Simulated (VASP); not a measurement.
# A VASP study of FeNi3 (Awaruite) (AM05): structure first, properties next, part 2 of 6

What structure does FeNi3 (Awaruite) take at this level, and what are its properties? The start is a cell from a database of measured crystal structures.

VASP 6.6.1, plane waves and PAW; the level of theory is named at each step.

So far, largest spin moment in the PAW sphere (μB): step 2 (magnetic order: ferromagnetic) 2.91.

### 4. Magnetic order: antiferromagnetic, q = (0, 0, 1/2)

This step: AM05, spin-polarised from an antiferromagnetic start; plane waves and PAW (Fe, Ni) (VASP 6.6.1).

System of this step: FeNi3 (Awaruite). The structure is cubic, space group Pm-3m (No. 221). The conventional cell has a = 3.545 Å, b = 3.545 Å, c = 3.545 Å, α = 90.00°, β = 90.00°, γ = 90.00°. Nearest to Fe lie 12 Ni at 2.51 Å. Nearest to Ni lie 8 Ni at 2.51 Å and 4 Fe at 2.51 Å. Nearest to Ni lie 8 Ni at 2.51 Å and 4 Fe at 2.51 Å. Farther neighbours are not listed.

Next, a pattern with opposite moments, which needs a doubled cell; q is given in the reciprocal vectors of the primitive cell.

INCAR

```
SYSTEM = FeNi3
PREC = Accurate
ENCUT = 400
EDIFF = 1E-06
NELM = 100
ISMEAR = 1
SIGMA = 0.2
LREAL = .FALSE.
ALGO = Normal
GGA = AM
NBANDS = 51
ISPIN = 2
MAGMOM = 3 -3 1 -1 1 -1 1 -1
LASPH = .TRUE.
LMAXMIX = 4
LORBIT = 11
LWAVE = .FALSE.
LCHARG = .FALSE.
KPAR = 8
ISIF = 2
```

POSCAR

```
FeNi3
1.0
    3.5450000000      0.0000000000      0.0000000000
    0.0000000000      3.5450000000      0.0000000000
    0.0000000000      0.0000000000      7.0900000000
Fe Ni
2 6
Direct
    0.0000000000      0.0000000000      0.0000000000
    0.0000000000      0.0000000000      0.5000000000
    0.0000000000      0.5000000000      0.2500000000
    0.0000000000      0.5000000000      0.7500000000
    0.5000000000      0.0000000000      0.2500000000
    0.5000000000      0.0000000000      0.7500000000
    0.5000000000      0.5000000000      0.0000000000
    0.5000000000      0.5000000000      0.5000000000
```

KPOINTS

```
Automatic mesh
0
Gamma
6 6 3
0 0 0
```

The projector-augmented-wave data sets are Fe and Ni (PBE family, release 64).

Started as:

```
$ mpirun -np 8 vasp_std
```

The log of the run:

```text
[banner, memory and clock lines left out]
running    8 mpi-ranks, on    1 nodes
 distrk:  each k-point on    1 cores,    8 groups
 distr:  one band on    1 cores,    1 groups

 POSCAR found type information on POSCAR FeNi
 POSCAR found :  2 types and       8 ions
 [... a notice as in an earlier step ...]

 [... a notice as in an earlier step ...]

 LDA part: xc-table for (Slater+PW92), standard interpolation
 POSCAR, INCAR and KPOINTS ok, starting setup
 FFT: planning ... GRIDC
 FFT: planning ... GRID_SOFT
 FFT: planning ... GRID
 WAVECAR not read
 entering main loop
       N       E                     dE             d eps       ncg     rms          rms(c)
DAV:   1     0.525601561627E+03    0.52560E+03   -0.27644E+04  4168   0.174E+03
DAV:   2    -0.134005681392E+02   -0.53900E+03   -0.51494E+03  4080   0.372E+02
DAV:   3    -0.611759540714E+02   -0.47775E+02   -0.42373E+02  4164   0.146E+02
DAV:   4    -0.622065058214E+02   -0.10306E+01   -0.10221E+01  4408   0.254E+01
DAV:   5    -0.622273088918E+02   -0.20803E-01   -0.20799E-01  5972   0.296E+00    0.305E+01
DAV:   6    -0.548215406914E+02    0.74058E+01   -0.84598E+01  4271   0.104E+02    0.236E+01
DAV:   7    -0.559038741624E+02   -0.10823E+01   -0.20899E+01  4312   0.929E+01    0.254E+01
DAV:   8    -0.532046224181E+02    0.26993E+01   -0.12540E+01  4461   0.803E+01    0.120E+01
DAV:   9    -0.531061327720E+02    0.98490E-01   -0.54608E+00  5115   0.405E+01    0.860E+00
DAV:  10    -0.529521094392E+02    0.15402E+00   -0.15700E+00  5028   0.231E+01    0.687E+00
DAV:  11    -0.527716336698E+02    0.18048E+00   -0.66675E-01  4668   0.150E+01    0.202E+00
DAV:  12    -0.527609915220E+02    0.10642E-01   -0.14913E-01  5041   0.492E+00    0.781E-01
DAV:  13    -0.527666894855E+02   -0.56980E-02   -0.28777E-02  5776   0.155E+00    0.692E-01
DAV:  14    -0.527661819675E+02    0.50752E-03   -0.97985E-03  4419   0.154E+00    0.270E-01
DAV:  15    -0.527662066032E+02   -0.24636E-04   -0.16516E-03  4955   0.423E-01    0.156E-01
DAV:  16    -0.527662501097E+02   -0.43506E-04   -0.40336E-04  4357   0.219E-01    0.768E-02
DAV:  17    -0.527662804638E+02   -0.30354E-04   -0.14549E-04  4817   0.171E-01    0.422E-02
DAV:  18    -0.527662855259E+02   -0.50621E-05   -0.36110E-05  6065   0.534E-02    0.212E-02
DAV:  19    -0.527662864289E+02   -0.90301E-06   -0.74757E-06  4027   0.252E-02
   1 F= -.52766286E+02 E0= -.52763592E+02  d E =-.808397E-02  mag=     0.0000
```

It took 15 s on 8 MPI ranks of AMD EPYC 9R45, shared host; peak memory 2 GiB.

OUTCAR, selected parts (step 4):

```text
  LATTYP: Found a simple tetragonal cell.
 ALAT       =     3.5450000000
 C/A-ratio  =     2.0000000000

 Subroutine GETGRP returns: Found 16 space group operations
 (whereof 16 operations were pure point group operations)

The static configuration has the point symmetry D_4h.

 Found     20 irreducible k-points:

   k-points           NKPTS =     20   k-points in BZ     NKDIM =     20   number of bands    NBANDS=     51

   dimension x,y,z NGX =    24 NGY =   24 NGZ =   48
   dimension x,y,z NGXF=    48 NGYF=   48 NGZF=   96

   ENCUT  =  400.0 eV  29.40 Ry    5.42 a.u.   5.78  5.78 11.56*2*pi/ulx,y,z

   NELECT =      76.0000    total number of electrons

 E-fermi :   8.1733

 spin component 1
 k-point     1 :       0.0000    0.0000    0.0000
  band No.  band energies     occupation
    ...
     30       7.6333      1.00045
     31       7.6928      1.00177
     32       7.7535      1.00573
     33       7.7543      1.00582
     34       8.0581      0.90904
     35       8.2722      0.13309
     36       8.2722      0.13309
     37       8.2928      0.08114
     38       8.2945      0.07736
     39       9.0317     -0.00000
    ...

 k-point     2 :       0.1667    0.0000    0.0000
  band No.  band energies     occupation
    ...
     33       7.7718      1.00781
     34       7.8827      1.02969
     35       7.9500      1.03338
     36       7.9516      1.03304
     37       8.0817      0.84607
     38       8.2774      0.11886
     39       8.7268     -0.00032
     40       8.8118     -0.00003
     41       8.9943     -0.00000
     42       9.0743     -0.00000
    ...

 k-point     3 :       0.3333    0.0000    0.0000
  band No.  band energies     occupation
    ...
     34       7.5479      1.00005
     35       7.6331      1.00045
     36       7.6670      1.00100
     37       7.7354      1.00413
     38       8.0013      1.00385
     39       8.2776      0.11826
     40       8.6195     -0.00354
     41       8.8150     -0.00003
     42       8.9253     -0.00000
     43       9.0668     -0.00000
    ...

 k-point     4 :       0.5000    0.0000    0.0000
  band No.  band energies     occupation
    ...
     34       7.3007      1.00000
     35       7.3377      1.00000
     36       7.3441      1.00000
     37       7.7359      1.00417
     38       7.9279      1.03546
     39       8.2778      0.11784
     40       8.3177      0.03263
     41       8.7053     -0.00055
     42       9.1068     -0.00000
     43       9.4882     -0.00000
    ...

  Total       -5.9162690     -5.9162690     -6.3435948      0.0000000      0.0000000      0.0000000
  in kB     -106.3848493   -106.3848493   -114.0689132      0.0000000      0.0000000      0.0000000
  external PRESSURE =    -108.9462040 kB  Pullay stress =       0.0000000 kB

  energy-cutoff  :      400.00
  volume of cell :       89.10
      direct lattice vectors                 reciprocal lattice vectors
     3.545000000  0.000000000  0.000000000     0.282087447  0.000000000  0.000000000
     0.000000000  3.545000000  0.000000000     0.000000000  0.282087447  0.000000000
     0.000000000  0.000000000  7.090000000     0.000000000  0.000000000  0.141043724

 POSITION                                       TOTAL-FORCE (eV/Angst)
 -----------------------------------------------------------------------------------
      0.00000      0.00000      0.00000         0.000000      0.000000      0.000515
      0.00000      0.00000      3.54500         0.000000      0.000000      0.000515
      0.00000      1.77250      1.77250         0.000000      0.000000     -0.000364
      0.00000      1.77250      5.31750         0.000000     -0.000000     -0.000364
      1.77250      0.00000      1.77250        -0.000000      0.000000     -0.000364
      1.77250      0.00000      5.31750        -0.000000      0.000000     -0.000364
      1.77250      1.77250      0.00000         0.000000     -0.000000      0.000213
      1.77250      1.77250      3.54500         0.000000     -0.000000      0.000213
 -----------------------------------------------------------------------------------
    total drift:                                0.000000      0.000000      0.000097

  FREE ENERGIE OF THE ION-ELECTRON SYSTEM (eV)
  ---------------------------------------------------
  free  energy   TOTEN  =       -52.7662864289 eV

  energy  without entropy=      -52.7582024574  energy(sigma->0) =      -52.76359177

 total charge
# of ion       s       p       d       tot
------------------------------------------
    1        0.478   0.505   6.090   7.073
    2        0.478   0.505   6.090   7.073
    3        0.502   0.507   8.329   9.338
    4        0.502   0.507   8.329   9.338
    5        0.502   0.507   8.329   9.338
    6        0.502   0.507   8.329   9.338
    7        0.503   0.508   8.321   9.332
    8        0.503   0.508   8.321   9.332
--------------------------------------------------
tot          3.972   4.055  62.136  70.162

 magnetization (x)
# of ion       s       p       d       tot
------------------------------------------
    1        0.020   0.012   2.911   2.942
    2       -0.020  -0.012  -2.911  -2.942
    3       -0.000   0.000   0.001   0.001
    4        0.000  -0.000  -0.001  -0.001
    5       -0.000   0.000   0.001   0.001
    6        0.000  -0.000  -0.001  -0.001
    7       -0.010  -0.009   0.402   0.383
    8        0.010   0.009  -0.402  -0.383
--------------------------------------------------
tot          0.000   0.000   0.000   0.000

[... 6 further parts left out ...]
```

At this level the cell is under a tension of 10.9 GPa, so at these settings it is away from equilibrium.

Numbers from this step:

```
SCF cycles              : 19
electrons               : 76
bands                   : 51
irreducible k-points    : 20
symmetry operations     : 8
free energy (TOTEN)     : -52.7663 eV
energy at zero smearing : -52.7636 eV
Fermi energy            : 8.173 eV
pressure                : -10.89 GPa
```

Spin moment in the PAW sphere by atom:

```csv
atom,spin moment in the PAW sphere (μB)
Fe1,2.94
Fe2,-2.94
Ni3,0.00
Ni4,0.00
Ni5,0.00
Ni6,0.00
Ni7,0.38
Ni8,-0.38
```

The energy lies +57.8 meV an atom from the first pattern. The run ends antiferromagnetic with a largest moment of 2.94 μB, and the mesh shows no gap.

### 5. Magnetic order: antiferromagnetic, q = (1/2, 1/2, 1/2)

Next, a pattern with opposite moments, which needs a doubled cell; q is given in the reciprocal vectors of the primitive cell.

INCAR is that of step 4.

POSCAR

```
FeNi3
1.0
    7.0900000000      0.0000000000      0.0000000000
    3.5450000000      3.5450000000      0.0000000000
    3.5450000000      0.0000000000      3.5450000000
Fe Ni
2 6
Direct
    0.0000000000      0.0000000000      0.0000000000
    0.5000000000      0.0000000000      0.0000000000
    0.5000000000      0.5000000000      0.5000000000
    0.0000000000      0.5000000000      0.5000000000
    0.0000000000      0.0000000000      0.5000000000
    0.5000000000      0.0000000000      0.5000000000
    0.0000000000      0.5000000000      0.0000000000
    0.5000000000      0.5000000000      0.0000000000
```

KPOINTS

```
Automatic mesh
0
Gamma
6 6 6
0 0 0
```

Started as:

```
$ mpirun -np 8 vasp_std
```

The log of the run:

```text
[... set-up lines as in an earlier step ...]
 entering main loop
       N       E                     dE             d eps       ncg     rms          rms(c)
DAV:   1     0.525783428347E+03    0.52578E+03   -0.27663E+04  6640   0.175E+03
DAV:   2    -0.134984359809E+02   -0.53928E+03   -0.51567E+03  6528   0.372E+02
DAV:   3    -0.610154516387E+02   -0.47517E+02   -0.42073E+02  6725   0.146E+02
DAV:   4    -0.620456171741E+02   -0.10302E+01   -0.10213E+01  6838   0.255E+01
DAV:   5    -0.620658585921E+02   -0.20241E-01   -0.20238E-01  9474   0.294E+00    0.307E+01
DAV:   6    -0.558673385503E+02    0.61985E+01   -0.88512E+01  6719   0.108E+02    0.343E+01
DAV:   7    -0.648865618580E+02   -0.90192E+01   -0.49541E+01  7111   0.146E+02    0.428E+01
DAV:   8    -0.519849295261E+02    0.12902E+02   -0.30831E+01  7103   0.640E+01    0.104E+01
DAV:   9    -0.525227525659E+02   -0.53782E+00   -0.21917E+00  7453   0.145E+01    0.654E+00
DAV:  10    -0.524824956903E+02    0.40257E-01   -0.37178E-01 10267   0.132E+01    0.287E+00
DAV:  11    -0.524743666850E+02    0.81290E-02   -0.19208E-01  9913   0.470E+00    0.201E+00
DAV:  12    -0.524781266711E+02   -0.37600E-02   -0.39370E-02  7106   0.287E+00    0.504E-01
DAV:  13    -0.524784725100E+02   -0.34584E-03   -0.61386E-03 10047   0.980E-01    0.209E-01
DAV:  14    -0.524785780922E+02   -0.10558E-03   -0.11641E-03  6645   0.429E-01    0.886E-02
DAV:  15    -0.524786272488E+02   -0.49157E-04   -0.12851E-04 10272   0.164E-01    0.622E-02
DAV:  16    -0.524786351157E+02   -0.78669E-05   -0.24725E-05  9613   0.509E-02    0.407E-02
DAV:  17    -0.524786318254E+02    0.32903E-05   -0.83819E-06  7908   0.555E-02    0.869E-03
DAV:  18    -0.524786316908E+02    0.13460E-06   -0.43763E-06  5988   0.190E-02
   1 F= -.52478632E+02 E0= -.52485179E+02  d E =0.196407E-01  mag=    -0.0000
```

Elapsed: 36 s, on 8 MPI ranks; peak memory 2.9 GiB; 4.5 min of CPU time.

Parts of OUTCAR (step 5):

```text
   k-points           NKPTS =     32   k-points in BZ     NKDIM =     32   number of bands    NBANDS=     51

   ENCUT  =  400.0 eV  29.40 Ry    5.42 a.u.  11.56  8.18  8.18*2*pi/ulx,y,z

   NELECT =      76.0000    total number of electrons

 E-fermi :   8.1884

 spin component 1
 k-point     1 :       0.0000    0.0000    0.0000
  band No.  band energies     occupation
    ...
     33       7.9507      1.03525
     34       8.0540      0.94975
     35       8.0842      0.88145
     36       8.0842      0.88145
     37       8.0843      0.88120
     38       8.2941      0.11453
     39       8.2942      0.11429
     40       8.2942      0.11429
     41       9.2589     -0.00000
     42       9.2589     -0.00000
    ...

 k-point     2 :       0.1667    0.0000    0.0000
  band No.  band energies     occupation
    ...
     33       7.9435      1.03546
     34       7.9519      1.03517
     35       7.9519      1.03516
     36       8.0894      0.86720
     37       8.1701      0.57695
     38       8.2439      0.27477
     39       8.7018     -0.00085
     40       8.7018     -0.00085
     41       9.1521     -0.00000
     42       9.1521     -0.00000
    ...

  Total       -5.7466820     -5.7466820     -5.7466820     -0.0008810     -0.0008810     -0.0008810
  in kB     -103.3353783   -103.3353783   -103.3353783     -0.0158412     -0.0158412     -0.0158412
  external PRESSURE =    -103.3353783 kB  Pullay stress =       0.0000000 kB

 POSITION                                       TOTAL-FORCE (eV/Angst)
 -----------------------------------------------------------------------------------
      0.00000      0.00000      0.00000         0.000000     -0.000000      0.000000
      3.54500      0.00000      0.00000         0.000000     -0.000000     -0.000000
      7.09000      1.77250      1.77250        -0.000000      0.000000     -0.000000
      3.54500      1.77250      1.77250        -0.000000     -0.000000      0.000000
      1.77250      0.00000      1.77250         0.000000     -0.000000      0.000000
      5.31750      0.00000      1.77250        -0.000000      0.000000     -0.000000
      1.77250      1.77250      0.00000        -0.000000     -0.000000      0.000000
      5.31750      1.77250      0.00000         0.000000      0.000000      0.000000
 -----------------------------------------------------------------------------------
    total drift:                                0.000000      0.000000      0.000000

  FREE ENERGIE OF THE ION-ELECTRON SYSTEM (eV)
  ---------------------------------------------------
  free  energy   TOTEN  =       -52.4786316908 eV

  energy  without entropy=      -52.4982723838  energy(sigma->0) =      -52.48517859

 magnetization (x)
# of ion       s       p       d       tot
------------------------------------------
    1       -0.001   0.027   2.943   2.970
    2        0.001  -0.027  -2.943  -2.970
    3       -0.000  -0.000   0.000   0.000
    4        0.000   0.000  -0.000  -0.000
    5       -0.000  -0.000   0.000   0.000
    6        0.000   0.000  -0.000  -0.000
    7       -0.000  -0.000   0.000   0.000
    8        0.000   0.000  -0.000  -0.000
--------------------------------------------------
tot          0.000   0.000   0.000   0.000

[... 1 part as in an earlier step ...]

[... 14 further parts left out ...]
```

At this level the cell is under a tension of 10.3 GPa, so at these settings it is away from equilibrium.

This step gave:

```yaml
scf_cycles: 18
irreducible_k_points: 32
symmetry_operations: 12
free_energy_toten: -52.4786 eV
energy_at_zero_smearing: -52.4852 eV
fermi_energy: 8.188 eV
pressure: -10.33 GPa
```

Spin moment in the PAW sphere by atom:

```csv
atom,spin moment in the PAW sphere (μB)
Fe1,2.97
Fe2,-2.97
Ni3,0.00
Ni4,0.00
Ni5,0.00
Ni6,0.00
Ni7,0.00
Ni8,0.00
```

The energy lies +92.6 meV an atom from the first pattern. The run ends antiferromagnetic with a largest moment of 2.97 μB, and the mesh shows no gap.

(Continued in part 3 of 6.)

[Lines on the potential files, build, host, timing and source positions are cut from VASP's logs without a mark.]

[Logs are printed without paths, hosts, clocks, repeated set-up lines and the standing remarks that a program may print on its own settings, such as how far it seeks lower states.]

[Hosts, paths, dates, database ids (printed as entryN), source tags and the programs' standing remarks are cut or masked in the printed files.]

[A measured line is paired with the nearest computed mode of its activity, which favours agreement.]
